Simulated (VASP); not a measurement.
An input for Quantum ESPRESSO's pw.x (written as the equivalent of a VASP run, and not itself run):

```
&CONTROL
  calculation = 'vc-relax'
  pseudo_dir = './pseudo'
  outdir = './out'
  tprnfor = .true.
  tstress = .true.
  nstep = 60
  forc_conv_thr = 0.00078
/
&SYSTEM
  ibrav = 0
  nat = 4
  ntyp = 2
  ecutwfc = 82
  occupations = 'smearing'
  smearing = 'gaussian'
  degauss = 0.003675
  input_dft = 'pbesol'
/
&ELECTRONS
  conv_thr = 7.3e-08
  electron_maxstep = 100
/
&IONS
/
&CELL
/
ATOMIC_SPECIES
  Si 28.085 Si.upf
  C 12.011 C.upf
CELL_PARAMETERS angstrom
     3.0775151    0.0000000    0.0000000
    -1.5387575    2.6652058    0.0000000
     0.0000000    0.0000000    5.0502915
ATOMIC_POSITIONS crystal
  Si   0.3333330  0.6666670  0.9993496
  Si   0.6666670  0.3333330  0.4993496
  C    0.3333330  0.6666670  0.3756504
  C    0.6666670  0.3333330  0.8756504
K_POINTS automatic
  8 8 4 0 0 0
```

Question: Translate this input to VASP (INCAR, KPOINTS, POSCAR, choice of POTCAR).

Answer: This is not unique; one that fits is 
### INCAR
```
SYSTEM = SiC
PREC = Accurate
ENCUT = 520
EDIFF = 1E-6
NELM = 100
ALGO = Normal
LREAL = .FALSE.
LASPH = .TRUE.
ISMEAR = 0
SIGMA = 0.05
GGA = PS
LWAVE = .FALSE.
LCHARG = .FALSE.
IBRION = 2
ISIF = 3
NSW = 60
EDIFFG = -0.02
```

POSCAR:
```
SiC
1.0
  3.0775150574   0.0000000000   0.0000000000
 -1.5387575287   2.6652057742   0.0000000000
  0.0000000000   0.0000000000   5.0502915188
Si C
2 2
Direct
  0.3333330000   0.6666670000   0.9993495946
  0.6666670000   0.3333330000   0.4993495946
  0.3333330000   0.6666670000   0.3756504054
  0.6666670000   0.3333330000   0.8756504054
```

KPOINTS:
```
K-points
0
G
 8 8 4
0 0 0
```

POTCAR, in this order: Si C (PBE.64 set). Program: vasp_std.

Limits of the translation: the potentials are each code's own (VASP's PAW set, PseudoDojo norm-conserving files in pw.x), so ENCUT and ecutwfc are chosen apart and not converted; conv_thr bounds pw.x's estimated SCF error, while EDIFF bounds the energy change between steps; forc_conv_thr acts on force components and is met together with etot_conv_thr.

The structure was generated: SiC was put into the wurtzite type (P6_3mc), which need not be its known phase. This run relaxes it. Symmetry was kept, so distortions that lower it aren't found. The start is the result of an earlier pass.
